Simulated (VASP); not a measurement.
Input:

```yaml
crystal:
  lattice:
    - [0.00000, 2.55522, 2.55522]
    - [2.55522, 0.00000, 2.55522]
    - [2.55522, 2.55522, 0.00000]
  atoms:
    - { symbol: Be, position: [0.00000, 0.00000, 0.00000] }
    - { symbol: Se, position: [0.25000, 0.25000, 0.25000] }
```

Method: revPBE GGA, VASP's PBE PAW potentials (set 64) (plane waves; VASP). Numerical set-up: 520 eV cut-off, 9×9×9 Γ-centred mesh, Gaussian smearing of 0.050 eV, potentials Be Se.

### Question
What does the run give for the energy per atom (σ→0), pressure?

### Answer

energy per atom (σ→0): -4.158 eV/atom
pressure: 5.00 GPa

Total energies compare only between runs with the same potentials, cut-off and functional.

The compound is BeSe in the zinc blende structure. This cell is one point of a volume scan, at 0.94 of the reference volume.
